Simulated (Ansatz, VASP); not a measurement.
**FeSi2 (Linzhiite): VASP beside Ansatz**

One calculation is typed for both programs; each brings its own data sets. How far apart do they land? The cell is taken from a series of runs on this material, whose earlier steps may have relaxed, scaled, displaced or heated it; both programs get it as it stands.

Main program and level: Ansatz 0.2.0; plane waves, with VASP 6.6.1 beside it; zone-centre phonons at PBEsol.

## Step 1: Set-up

It takes space group P4/mmm (No. 123, tetragonal). Conventional cell: a = 2.664 Å, b = 2.664 Å, c = 5.209 Å, α = 90.00°, β = 90.00°, γ = 90.00°. Nearest to Si lie 4 Fe at 2.36 Å and 1 Si at 2.37 Å. Nearest to Fe lie 8 Si at 2.36 Å. Farther neighbours are not listed.

## Step 2: Ansatz: zone-centre phonons, PBEsol

Ansatz runs on its PAW soft_1 files.

Second derivatives magnify differences that forces hide, and they need a tight electronic threshold.

input.yaml reads:

```yaml
crystal:
  lattice:
    - [2.664155466, 0.0, 0.0]
    - [0.0, 2.664155466, 0.0]
    - [0.0, 0.0, 5.2090888332]
  atoms:
    - { symbol: Si, position: [0.5, 0.5, 0.272459743] }
    - { symbol: Si, position: [0.5, 0.5, 0.727540257] }
    - { symbol: Fe, position: [0.0, 0.0, 0.0] }
kpoints:
  mp_grid: { grid: [16, 16, 8] }
hamiltonian:
  xc: pbesol
  pseudopotentials: { kind: paw, azcp: { folder: soft_1 }, xc_functional: pbe }
scf:
  occupations: { method: methfessel_paxton, width: 0.2 }
output:
  eigenvalues: true
phonons:
  method: dfpt
```

Started as:

```console
ansatz run input.yaml --threads 4 --pin off --max-ram 10240MiB --backend cpu --events-out ev --progress --plain --runs-dir out
```

Numbers of over 12 decimals in the logs are rounded to 6 here.

What it wrote:

```text
zone centre: on kpoints.mp_grid the ground state, and the responses unless they are solved on pairs of k-points, stand on 405 of the mesh's 2048 k-points, reduced under 4 symmetry operations, with k and −k counted as one. Each operation leaves every solved displacement unchanged or reverses it
Engine: ansatz 0.2.0, aarch64-unknown-linux-gnu
Pseudopotentials: kind: paw
Pseudopotential: Si, paw, valence charge 4, recommended cutoff 420 eV (normal), soft_1/Si.paw.azcp
Pseudopotential: Fe, paw, valence charge 16, recommended cutoff 420 eV (normal), soft_1/Fe.paw.azcp
Functional definition: PBEsol
  exchange = pbesol_x
  correlation = pbesol_c
Crystal: 3 atoms, lattice volume = 36.973 Å³
Basis set: ecut = 420 eV, 733 PW (Γ), exchange–correlation on 36×36×72 points (8 copies of the dense FFT grid, shifted against one another)
Bands: 16, of which v1, the nominal top of the filled ones, is band 12 counted from 1 (11 counted from 0)
Symmetry: 16 space group operations
k-points: 405 of 2048 (irreducible under 4 space group operations, time reversal used)
Non-local potential: Si, projectors of the file, l = 0: 2, l = 1: 2, l = 2: 1
Non-local potential: Fe, projectors of the file, l = 0: 3, l = 1: 2, l = 2: 3, l = 3: 1
PAW form: soft (Blöchl's): semilocal exchange-correlation on the pseudo side does not see the compensation charge
PAW frozen core: Si, regenerated for the run's functional, and the local potential with it (the file was generated under x = pbe(κ = 0.804, μ = 0.219515), c = pbe(β = 0.066725))
PAW frozen core: Fe, regenerated for the run's functional, and the local potential with it (the file was generated under x = pbe(κ = 0.804, μ = 0.219515), c = pbe(β = 0.066725))
PAW one-centre angular grid: Si, 110 points (default); XC on 64 Gauss nodes
PAW one-centre angular grid: Fe, 590 points (default); XC on 64 Gauss nodes
Initial density: superposition of atomic densities (chi_scale 0.1, normalization cell, long waves kept (reshape's long-wave potential 0.01 eV rms))
Initial wavefunctions: pseudopotential atomic-orbital guess
Functional: x = pbesol(κ = 0.804, μ = 0.123457), c = pbesol(β = 0.046)
SCF iter   1: F=—  HF=-5695.106677 eV  |F-HF|=—  |Δ(HF+E_count)|=         —  Δρ=1.25e-1  dr2=1.30e1  ethr=3.10e-3  ⟨swp⟩=5.1  Hψ=34232  notcnv=0
preconditioner: auto → none  [metal: Δε(μ)=0.018 eV  Ē_g=8.022 eV  σ=0.200 eV  W_gap=0.08  n_scr=8 (ndim 8)  ℏωp=24.4 eV  f_vac=0.000  D(μ)=1.67/eV (n_scr^D=16)  sad-step TF]
SCF iter   2: F=—  HF=-5694.858699 eV  |F-HF|=—  |Δ(HF+E_count)|=   2.48e-1  S|Δr|=    0.00e0  Δρ=1.44e-1  dr2=1.36e1  ethr=3.10e-3  ⟨swp⟩=2.0  Hψ=11123  notcnv=0
SCF iter   3: F=—  HF=-5693.602983 eV  |F-HF|=—  |Δ(HF+E_count)|=    1.26e0  S|Δr|=    0.00e0  Δρ=6.86e-2  dr2=2.04e0  ethr=3.10e-3  ⟨swp⟩=3.0  Hψ=12077  notcnv=0
SCF iter   4: F=—  HF=-5693.383908 eV  |F-HF|=—  |Δ(HF+E_count)|=   2.19e-1  S|Δr|=    0.00e0  Δρ=1.25e-2  dr2=1.22e-1  ethr=3.10e-3  ⟨swp⟩=2.4  Hψ=13001  notcnv=0
SCF iter   5: F=—  HF=-5693.344824 eV  |F-HF|=—  |Δ(HF+E_count)|=   3.91e-2  S|Δr|=    0.00e0  Δρ=3.27e-3  dr2=2.12e-3  ethr=5.09e-4  ⟨swp⟩=2.0  Hψ=10740  notcnv=0
SCF iter   6: F=—  HF=-5693.344797 eV  |F-HF|=—  |Δ(HF+E_count)|=   2.70e-5  S|Δr|=    0.00e0  Δρ=7.27e-4  dr2=6.22e-5  ethr=8.85e-6  ⟨swp⟩=2.3  Hψ=9712  notcnv=0
SCF iter   7: F=—  HF=-5693.344769 eV  |F-HF|=—  |Δ(HF+E_count)|=   2.72e-5  S|Δr|=    0.00e0  Δρ=1.06e-4  dr2=3.21e-6  ethr=2.59e-7  ⟨swp⟩=2.4  Hψ=11011  notcnv=0
SCF iter   8: F=—  HF=-5693.344775 eV  |F-HF|=—  |Δ(HF+E_count)|=   5.70e-6  S|Δr|=    0.00e0  Δρ=2.17e-5  dr2=1.07e-7  ethr=1.34e-8  ⟨swp⟩=2.3  Hψ=8648  notcnv=0
SCF iter   9: F=—  HF=-5693.344772 eV  |F-HF|=—  |Δ(HF+E_count)|=   2.79e-6  S|Δr|=    0.00e0  Δρ=1.85e-6  dr2=3.97e-10  ethr=4.46e-10  ⟨swp⟩=2.3  Hψ=9266  notcnv=0
SCF iter  10: F=-5693.344772 eV  HF=-5693.344772 eV  |F-HF|=9.09e-12  |Δ(HF+E_count)|=  1.24e-10  S|Δr|=    0.00e0  Δρ=1.78e-7  dr2=9.35e-12  ethr=1.00e-12  ⟨swp⟩=4.5  Hψ=34401  notcnv=0
the search or the solves at the SCF's close seem to have found levels that the self-consistency loop had missed (the run counts 2). By its estimate they hold under 1e-12 electrons; where the run keeps them, the occupations were computed again with them
SCF 1 converged in 10 iterations: F = -5693.344772 eV  dr2 = 9.35e-12
  greatest PAW one-centre occupation: 1.000 electrons in one spin orbital (limit 2), on the Fe atom at site 2 (counted from 0), in its partial waves of l = 1
DFPT response loops at Γ: preconditioner auto → Kerker (q_TF=auto, 2.539 Å⁻¹) (partly filled bands, converged f_vac=0.000); β = 1.00, the filter's whole step (`scf.mixing.beta` (0.50) is not read by the response loops under this deck's `scf.mixing.preconditioner`; to damp them name `kerker` or `kerker_dos`, under which they read `scf.mixing.beta`, and type it under 1.00, their step now; both keys bind the ground state too); Broyden in place of MSR1
SCF converged after 10 iterations
Stability not checked: this state was not tested for a lower state beside it, because cold or Methfessel-Paxton smearing, or corrected tetrahedra, fill the levels in a way that the test cannot read (fill_not_monotonic; see scf.lower_state_search)
Free energy (F): -5693.344772 eV
Harris-Foulkes:  -5693.344772 eV  (|F-HF|=9.09e-12)
Internal energy: -5693.344972 eV  (E = F + TS)
E sigma→0 (E₀):  -5693.344822 eV
Entropy (-TS):   0.000199 eV (0.066 meV/atom)
Fermi energy:    14.238706 eV
Step filling:    the computed levels leave a gap of 0.0145 eV = 0.1 smearing widths at the electron count; against every level under it full and every level over it empty, smearing changes F+E_penalty+E_count by -0.065 meV and its σ→0 estimate by -0.115 meV
--- Per-component energies (eV) ---
  E_band       = -224.904496
  E_kinetic    = 426.027611
  E_local      = -3598.305412  (includes V_loc(G=0)·N_el)
  E_nonlocal   = 333.673386
  E_hartree    = 1593.472189
  E_xc         = -227.298198
  E_vxc        = -244.812227  (∫ρ·V_xc dr)
  E_paw        = -2346.275087  (= ΣΔE_a)
  E_vpaw       = -328.431614  (= ΣTr[D̂ρ^β])
  E_aug_tail   = -0.000822  (compensation charges beyond the density's cutoff)
  E_ewald      = -1874.880963
  E_core_change = 0.242323  (= ΣΔE_core)
  E_smearing   = 0.000199  (= −TS)
  E_closure    = -0.000000  (closes the sum)
  Σ components = -5693.344772   (vs F -5693.344772, Δ=0.00e0)
--- Band table (eV; the first three rows and the last of 405) ---
  k-point 0: bands = [... 8 lower, 12.4307, 12.7608, 12.7608, 13.7072, 19.0398, 19.0398, 20.0204, 21.4028]
  k-point 1: bands = [... 8 lower, 12.3807, 12.7552, 12.7552, 13.7072, 19.1369, 19.1369, 19.1726, 21.2161]
  k-point 2: bands = [... 8 lower, 12.2025, 12.7416, 12.7416, 13.7074, 17.8471, 19.4181, 19.4181, 20.9166]
  k-point 404: bands = [... 8 lower, 10.9793, 10.9793, 12.3670, 14.4954, 14.5429, 14.5429, 15.3217, 17.0929]
--- Phonons (Γ-DFPT): 4 representative perturbations + reference, on 405 of 2048 k-points (Σ response iterations 14) ---
  k mesh reduced under 4 symmetry operations, with k and −k counted as one. Each operation leaves every solved displacement unchanged or reverses it
  ASR residual: 1.256e-4 → 0.000e0 eV/Å²; symmetrization residual: 1.288e-6 eV/Å²
  ASR residual per site (eV/Å²): 5.65e-5 5.65e-5 1.26e-4
  Γ frequencies (cm⁻¹): 0.00 0.00 0.00 225.19 225.19 278.55 278.55 345.67 526.68
  non-analytic LO–TO correction: not included (Born effective charges unavailable; polar crystals: no LO–TO splitting at Γ)
```

In the SCF lines HF is the Harris–Foulkes energy and dr2 the Hartree energy of the density residual, in eV; the loop may stop once dr2 is under the threshold and the program's other checks hold. Hψ counts applications of the Hamiltonian.

(Part 1 of 2 ends here.)

[Lines on the potential files, build, host, timing and source positions are cut from VASP's logs without a mark.]

[Logs are printed without paths, hosts, clocks, repeated set-up lines and the standing remarks that a program may print on its own settings, such as how far it seeks lower states.]

[Hosts, paths, dates, database ids (printed as entryN), source tags and the programs' standing remarks are cut or masked in the printed files.]
